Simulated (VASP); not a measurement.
# Ir3C4 (Pm-3m) in VASP: a series of runs

Runs on Ir3C4. Level: PBE. Tasks: single point, relaxation of cell and atoms.

Program: VASP 6.6.1. These are calculated values, not measurements. Logs are shortened: lines on timing, memory, paths and dates and some standing lists are left out, and cuts for length are marked.

## 1. The cell of the first run

Symmetry: Pm-3m, No. 221, cubic system. Conventional cell: a = 4.274 Å, b = 4.274 Å, c = 4.274 Å, α = 90.00°, β = 90.00°, γ = 90.00°. Ir (site symmetry 4/mmm) is surrounded by 6 C at 2.14 Å. C (site symmetry m-3m) has 6 Ir at 2.14 Å as nearest neighbours. Around C (site symmetry 4/mmm) lie 4 Ir at 2.14 Å.

The cell was built by a generator and needn't be a form met in nature.

## 2. Single point, PBE (species swapped into the W3N4 type (Pm-3m, No. 221))

INCAR reads:

```
SYSTEM = Ir3C4
  PREC = Accurate
  ENCUT = 520
  EDIFF = 1E-7
  ISMEAR = 0
  SIGMA = 0.1
  LREAL = .FALSE.
  LASPH = .TRUE.
  NELM = 60
  ALGO = Fast
  ISIF = 2
  LWAVE = .FALSE.
  LCHARG = .FALSE.
  GGA = PE
  NBANDS = 30
```

KPOINTS reads:

```
Automatic mesh
0
G
  4 4 4
  0 0 0
```

POSCAR reads:

```
Ir3C4
1.0
    4.2739355048      0.0000000000      0.0000000000
    0.0000000000      4.2739355048      0.0000000000
    0.0000000000      0.0000000000      4.2739355048
Ir C
3 4
Direct
    0.5000000000      0.5000000000      0.0000000000
    0.0000000000      0.5000000000      0.5000000000
    0.5000000000      0.0000000000      0.5000000000
    0.5000000000      0.5000000000      0.5000000000
    0.5000000000      0.0000000000      0.0000000000
    0.0000000000      0.5000000000      0.0000000000
    0.0000000000      0.0000000000      0.5000000000
```

Potentials or basis: VASP PAW PBE potentials, release 64 (Ir, C).

Started as:

```
$ cat potpaw_PBE.64/Ir/POTCAR potpaw_PBE.64/C/POTCAR > POTCAR
$ mpirun -np 1 vasp_std > vasp.out
```

OUTCAR:

```text
SYSTEM = Ir3C4
   PREC = Accurate
   ENCUT = 520
   EDIFF = 1E-7
   ISMEAR = 0
   LREAL = .FALSE.
   LASPH = .TRUE.
   NELM = 60
   ISIF = 2
   GGA = PE

 ion  position               nearest neighbor table
   1  0.500  0.500  0.000-   4 2.14   5 2.14   6 2.14   4 2.14   5 2.14   6 2.14   3 3.02   3 3.02
                             3 3.02   2 3.02   3 3.02   2 3.02   2 3.02   2 3.02
   2  0.000  0.500  0.500-   4 2.14   6 2.14   7 2.14   6 2.14   7 2.14   4 2.14   3 3.02   3 3.02
                             1 3.02   1 3.02   3 3.02   1 3.02   1 3.02   3 3.02
   3  0.500  0.000  0.500-   4 2.14   5 2.14   7 2.14   5 2.14   4 2.14   7 2.14   2 3.02   1 3.02
                             2 3.02   1 3.02   1 3.02   2 3.02   1 3.02   2 3.02
   4  0.500  0.500  0.500-   1 2.14   2 2.14   3 2.14   1 2.14   3 2.14   2 2.14
   5  0.500  0.000  0.000-   1 2.14   3 2.14   3 2.14   1 2.14
   6  0.000  0.500  0.000-   1 2.14   2 2.14   2 2.14   1 2.14
   7  0.000  0.000  0.500-   2 2.14   3 2.14   2 2.14   3 2.14

  LATTYP: Found a simple cubic cell.
 ALAT       =     4.2739355048

  Lattice vectors:

 A1 = (   4.2739355048,   0.0000000000,   0.0000000000)
 A2 = (   0.0000000000,   4.2739355048,   0.0000000000)
 A3 = (   0.0000000000,   0.0000000000,   4.2739355048)

Analysis of symmetry for initial positions (statically):
=====================================================================
 Subroutine PRICEL returns:
 Original cell was already a primitive cell.

 Routine SETGRP: Setting up the symmetry group for a
 simple cubic supercell.

 Subroutine GETGRP returns: Found 48 space group operations
 (whereof 48 operations were pure point group operations)
 out of a pool of 48 trial point group operations.

The static configuration has the point symmetry O_h .

Analysis of symmetry for dynamics (positions and initial velocities):
=====================================================================
 Subroutine PRICEL returns:
 Original cell was already a primitive cell.

 Routine SETGRP: Setting up the symmetry group for a
 simple cubic supercell.

 Subroutine GETGRP returns: Found 48 space group operations
 (whereof 48 operations were pure point group operations)
 out of a pool of 48 trial point group operations.

The dynamic configuration has the point symmetry O_h .

 Subroutine INISYM returns: Found 48 space group operations
 (whereof 48 operations are pure point group operations),
 and found     1 'primitive' translations

----------------------------------------------------------------------------------------

                                     Primitive cell

  volume of cell :      78.0699

  direct lattice vectors                    reciprocal lattice vectors
     4.273935505  0.000000000  0.000000000     0.233976390  0.000000000  0.000000000
     0.000000000  4.273935505  0.000000000     0.000000000  0.233976390  0.000000000
     0.000000000  0.000000000  4.273935505     0.000000000  0.000000000  0.233976390

  length of vectors
     4.273935505  4.273935505  4.273935505     0.233976390  0.233976390  0.233976390

  position of ions in fractional coordinates (direct lattice)
     0.500000000  0.500000000  0.000000000
     0.000000000  0.500000000  0.500000000
     0.500000000  0.000000000  0.500000000
     0.500000000  0.500000000  0.500000000
     0.500000000  0.000000000  0.000000000
     0.000000000  0.500000000  0.000000000
     0.000000000  0.000000000  0.500000000

  ion indices of the primitive-cell ions
   primitive index   ion index
                 1           1
                 2           2
                 3           3
                 4           4
                 5           5
                 6           6
                 7           7

----------------------------------------------------------------------------------------

 KPOINTS: Automatic mesh

Automatic generation of k-mesh.
 Grid dimensions read from file:
 generate k-points for:    4    4    4

 Generating k-lattice:

  Cartesian coordinates                     Fractional coordinates (reciprocal lattice)
     0.058494097  0.000000000  0.000000000     0.250000000  0.000000000  0.000000000
     0.000000000  0.058494097  0.000000000     0.000000000  0.250000000  0.000000000
     0.000000000  0.000000000  0.058494097     0.000000000  0.000000000  0.250000000

  Length of vectors
     0.058494097  0.058494097  0.058494097

  Shift w.r.t. Gamma in fractional coordinates (k-lattice)
     0.000000000  0.000000000  0.000000000

 Subroutine IBZKPT returns following result:
 ===========================================

 Found     10 irreducible k-points:

 Following reciprocal coordinates:
            Coordinates               Weight
  0.000000  0.000000  0.000000      1.000000
  0.250000  0.000000  0.000000      6.000000
  0.500000  0.000000  0.000000      3.000000
  0.250000  0.250000  0.000000     12.000000
  0.500000  0.250000  0.000000     12.000000
  0.500000  0.500000  0.000000      3.000000
  0.250000  0.250000  0.250000      8.000000
  0.500000  0.250000  0.250000     12.000000
  0.500000  0.500000  0.250000      6.000000
  0.500000  0.500000  0.500000      1.000000
   k-points           NKPTS =     10   k-points in BZ     NKDIM =     10   number of bands    NBANDS=     30
   number of dos      NEDOS =    301   number of ions     NIONS =      7
   total plane-waves  NPLWV =  32768
   dimension x,y,z NGX =    32 NGY =   32 NGZ =   32
   dimension x,y,z NGXF=    64 NGYF=   64 NGZF=   64
   ions per type =               3   4
   NGX,Y,Z   is equivalent  to a cutoff of  12.45, 12.45, 12.45 a.u.
   NGXF,Y,Z  is equivalent  to a cutoff of  24.89, 24.89, 24.89 a.u.
 SYSTEM =  Ir3C4
   PREC   = accura    normal or accurate (medium, high low for compatibility)
   ISTART =      0    job   : 0-new  1-cont  2-samecut
   ICHARG =      2    charge: 1-file 2-atom 10-const
   ISPIN  =      1    spin polarized calculation?
   LNONCOLLINEAR =      F non collinear calculations
   LSORBIT =      F    spin-orbit coupling
   LASPH  =      T    aspherical Exc in radial PAW
   ENCUT  =  520.0 eV  38.22 Ry    6.18 a.u.   7.95  7.95  7.95*2*pi/ulx,y,z
   NELM   =     60;   NELMIN=  2; NELMDL= -5     # of ELM steps
   EDIFF  = 0.1E-06   stopping-criterion for ELM
   LREAL  =      F    real-space projection
   EDIFFG = 0.1E-05   stopping-criterion for IOM
   NSW    =      0    number of steps for IOM
   IBRION =     -1    ionic relax: 0-MD 1-quasi-New 2-CG
   NFREE  =      0    steps in history (QN), initial steepest desc. (CG)
   ISIF   =      2    stress and relaxation
   ISYM   =      2    0-nonsym 1-usesym 2-fastsym
   POTIM  = 0.5000    time-step for ionic-motion
   TEBEG  =    0.0;   TEEND  =   0.0 temperature during run
   PSTRESS=    0.0 pullay stress
   NELECT =      43.0000    total number of electrons
   NUPDOWN=      -1.0000    fix difference up-down
   EMIN   =  10.00;   EMAX   =-10.00  energy-range for DOS
   EFERMI =   0.00;   METHOD = LEGACY
   ISMEAR =     0;   SIGMA  =   0.10  broadening in eV -4-tet -1-fermi 0-gaus
   EFERMI_NEDOS =   21; number of points for ismear=-14 and -15
   IALGO  =     68    algorithm
   IMIX   =      4    mixing-type and parameters
     AMIX     =   0.40;   BMIX     =  1.00
     AMIX_MAG =   1.60;   BMIX_MAG =  1.00
  volume/ion in A,a.u.               =      11.15        75.26
  Fermi-wavevector in a.u.,A,eV,Ry     =   1.341950  2.535918 24.501779  1.800830
  Thomas-Fermi vector in A             =   2.470143
   LORBIT       =      0    0 simple, 1 ext, 2 COOP (PROOUT), +10 PAW based schemes
   GGA     = PE    functional components
   LHFCALC =     F    Hartree Fock is set to
   AEXX    =    0.0000 exact exchange contribution
   IVDW    =     0    specifies the selected vdW correction
   LEPSILON=     F    determine dielectric tensor
   LRPA    =     F    only Hartree local field effects (RPA)
 non-spin polarized calculation
 RMM-DIIS sequential band-by-band and
 Gauss-broadening in eV      SIGMA  =   0.10
  energy-cutoff  :      520.00
  volume of cell :       78.07
 maximum number of plane-waves:      2176
 NGX is ok and might be reduce to    32
   NGX = 15   NGY = 15   NGZ = 15

 number of electron      43.0000005 magnetization

 Free energy of the ion-electron system (eV)
  ---------------------------------------------------
  ext. energy  EPLUGINS =         0.00000000
  ---------------------------------------------------
  free energy    TOTEN  =       -51.95373316 eV

  energy without entropy =      -51.90878328  energy(sigma->0) =      -51.93125822

 E-fermi :   8.0695     XC(G=0): -12.5936

 val. band max:        8.0447769339   @ k =   0.5000   0.2500   0.0000
 cond. band min:       8.1306218099   @ k =   0.5000   0.0000   0.0000
 fundamental gap:      0.0858448760
 Fermi energy:         8.0695337780

 k-point     1 :       0.0000    0.0000    0.0000
  band No.  band energies     occupation
      1      -7.1667      2.00000
      2      -4.9614      2.00000
      3      -3.9512      2.00000
      4      -3.9512      2.00000
      5       2.4012      2.00000
      6       2.4012      2.00000
[... 22 lines left out ...]
     29       9.6333      0.00000
     30       9.6333      0.00000

 k-point     2 :       0.2500    0.0000    0.0000
  band No.  band energies     occupation
      1      -6.7039      2.00000
      2      -4.6882      2.00000
      3      -4.0531      2.00000
      4      -3.4983      2.00000
      5       1.5229      2.00000
      6       2.2621      2.00000
[... 22 lines left out ...]
     29       9.6670      0.00000
     30      11.0114      0.00000

 k-point     3 :       0.5000    0.0000    0.0000
  band No.  band energies     occupation
      1      -6.0157      2.00000
      2      -4.5049      2.00000
      3      -4.2257      2.00000
      4      -2.8704      2.00000
      5       0.8008      2.00000
      6       1.0436      2.00000
[... 220 lines left out ...]
     29      15.1665      0.00000
     30      15.2367      0.00000

 k-point    10 :       0.5000    0.5000    0.5000
  band No.  band energies     occupation
      1      -3.4690      2.00000
      2      -2.2796      2.00000
      3      -2.2796      2.00000
      4      -2.2796      2.00000
      5      -1.3016      2.00000
      6      -1.3016      2.00000
[... 22 lines left out ...]
     29      15.4069      0.00000
     30      15.6457      0.00000

------------------------ aborting loop because EDIFF is reached ----------------------------------------

  FORCE on cell =-STRESS in cart. coord.  units (eV):
  Direction    XX          YY          ZZ          XY          YZ          ZX
  --------------------------------------------------------------------------------------
  -------------------------------------------------------------------------------------
  Total        0.8345179      0.8345179      0.8345179      0.0000000     -0.0000000     -0.0000000
  in kB       17.1262523     17.1262523     17.1262523      0.0000000     -0.0000000     -0.0000000
  external PRESSURE =      17.1262523 kB  Pullay stress =       0.0000000 kB

 VOLUME and BASIS-vectors are now :
 -----------------------------------------------------------------------------
  energy-cutoff  :      520.00
  volume of cell :       78.07
      direct lattice vectors                 reciprocal lattice vectors
     4.273935505  0.000000000  0.000000000     0.233976390  0.000000000  0.000000000
     0.000000000  4.273935505  0.000000000     0.000000000  0.233976390  0.000000000
     0.000000000  0.000000000  4.273935505     0.000000000  0.000000000  0.233976390

 POSITION                                       TOTAL-FORCE (eV/Angst)
 -----------------------------------------------------------------------------------
      2.13697      2.13697      0.00000         0.000000      0.000000      0.000000
      0.00000      2.13697      2.13697         0.000000      0.000000      0.000000
      2.13697      0.00000      2.13697         0.000000      0.000000      0.000000
      2.13697      2.13697      2.13697         0.000000      0.000000      0.000000
      2.13697      0.00000      0.00000         0.000000      0.000000      0.000000
      0.00000      2.13697      0.00000         0.000000      0.000000      0.000000
      0.00000      0.00000      2.13697         0.000000      0.000000      0.000000
 -----------------------------------------------------------------------------------
    total drift:                                0.000000     -0.000000     -0.000000

  FREE ENERGIE OF THE ION-ELECTRON SYSTEM (eV)
  ---------------------------------------------------
  free  energy   TOTEN  =       -51.9537331586 eV

  energy  without entropy=      -51.9087832840  energy(sigma->0) =      -51.93125822
```

It took 17 s on 1 thread of AMD EPYC 9R45 (Zen 5), shared host; peak memory 0.15 GiB.

What came out:

```yaml
Free_energy: -51.9537 eV
Pressure: 1.7 GPa
Band_gap_on_the_k_mesh: none (metal or under the smearing width)
```

Levels at points of the mesh, in eV from the Fermi level:
```csv
k point,band 18,band 19,band 20,band 21,band 22,band 23,band 24,band 25,band 26,band 27
"(0.00, 0.00, 0.00)",-1.61,-1.61,-1.60,-1.60,-1.60,-0.51,-0.51,-0.51,0.53,0.53
"(0.50, 0.00, 0.00)",-2.00,-1.28,-0.51,0.06,0.06,0.23,0.23,0.42,1.60,1.79
"(0.50, 0.50, 0.00)",-0.92,-0.92,0.46,0.46,0.91,1.05,1.07,1.17,1.95,1.95
"(0.50, 0.50, 0.50)",-1.36,-1.36,-0.09,-0.09,-0.09,1.65,2.51,2.51,7.04,7.05
```

Caveat: the k mesh is coarse (spacing up to 0.37 Å⁻¹), so the values aren't converged. Spin-orbit coupling is left out, which matters for the levels of Ir.

## 3. Relaxation of cell and atoms, PBE (species swapped into the W3N4 type (Pm-3m, No. 221))

INCAR reads:

```
PREC     = Accurate       # precision mode
ENCUT    = 600            # plane-wave cutoff, eV
EDIFF    = 1E-7           # SCF threshold, eV
ISMEAR   = 0              # smearing method
SIGMA    = 0.1            # smearing width, eV
LREAL    = F              # projectors in reciprocal space
LASPH    = T              # aspherical terms in the spheres
NELM     = 100            # most SCF steps
ALGO     = Normal         # electronic algorithm
ISIF     = 3              # what is computed and relaxed
LWAVE    = F              # write WAVECAR
LCHARG   = F              # write CHGCAR
GGA      = PE             # functional
IBRION   = 2              # ionic algorithm
NSW      = 90             # ionic steps
EDIFFG   = -0.04          # ionic threshold
```

KPOINTS reads:

```
regular mesh
0
Gamma
  4 4 4
```

POSCAR: that of step 2 with these lines changed.

```diff
@@ -2,5 +2,5 @@
 1.0
-    4.2739355048      0.0000000000      0.0000000000
-    0.0000000000      4.2739355048      0.0000000000
-    0.0000000000      0.0000000000      4.2739355048
+    4.2361556200      0.0000000000      0.0000000000
+    0.0000000000      4.2361556200      0.0000000000
+    0.0000000000      0.0000000000      4.2361556200
 Ir C
```

Potentials or basis: VASP PAW PBE potentials, release 64 (Ir, C).

Started as:

```
$ cat potpaw_PBE.64/Ir/POTCAR potpaw_PBE.64/C/POTCAR > POTCAR
$ mpirun -np 1 vasp_std > vasp.out
```

Wall time 55 s (1 thread of AMD EPYC 9R45 (Zen 5), shared host); peak memory 0.19 GiB.

It converged, with:

- Free energy: -51.9567 eV
- Relaxed volume: 11.23 Å³/atom
- Relaxed cell: a = 4.283 Å, b = 4.283 Å, c = 4.283 Å, α = 90.00°, β = 90.00°, γ = 90.00°
- Space group after relaxing (to 0.05 Å): Pm-3m (No. 221)
- Energy gained by relaxing: 10.6 meV/atom
- Ionic steps: 3
- Pressure after relaxing: -0.2 GPa

The path:
```csv
step,energy change (eV),largest force (eV/Å),pressure (GPa),volume (Å³)
1,0.0000,0.0000,9.80,76.02
2,0.1716,0.0000,-14.73,83.56
3,-0.0742,0.0000,-0.18,78.58
```

Final structure:
```yaml
crystal:
  lattice:
    - [4.28331, 0.00000, 0.00000]
    - [0.00000, 4.28331, 0.00000]
    - [0.00000, 0.00000, 4.28331]
  atoms:
    - { symbol: Ir, position: [0.50000, 0.50000, 0.00000] }
    - { symbol: Ir, position: [0.00000, 0.50000, 0.50000] }
    - { symbol: Ir, position: [0.50000, 0.00000, 0.50000] }
    - { symbol: C, position: [0.50000, 0.50000, 0.50000] }
    - { symbol: C, position: [0.50000, 0.00000, 0.00000] }
    - { symbol: C, position: [0.00000, 0.50000, 0.00000] }
    - { symbol: C, position: [0.00000, 0.00000, 0.50000] }
```

Levels at points of the mesh, in eV from the Fermi level:
| k point | band 18 | band 19 | band 20 | band 21 | band 22 | band 23 | band 24 | band 25 |
| --- | --- | --- | --- | --- | --- | --- | --- | --- |
| (0.00, 0.00, 0.00) | -1.59 | -1.59 | -1.59 | -1.59 | -1.59 | -0.51 | -0.51 | -0.51 |
| (0.50, 0.00, 0.00) | -1.98 | -1.26 | -0.51 | 0.06 | 0.06 | 0.23 | 0.23 | 0.40 |
| (0.50, 0.50, 0.00) | -0.92 | -0.92 | 0.45 | 0.45 | 0.91 | 1.05 | 1.07 | 1.15 |
| (0.50, 0.50, 0.50) | -1.36 | -1.36 | -0.10 | -0.10 | -0.10 | 1.63 | 2.49 | 2.49 |

Caveat: the k mesh is coarse (spacing up to 0.37 Å⁻¹), so the values aren't converged; the bands computed are all filled at some k points, so no gap is given. The run has no spin-orbit coupling, so splittings on Ir are missing.
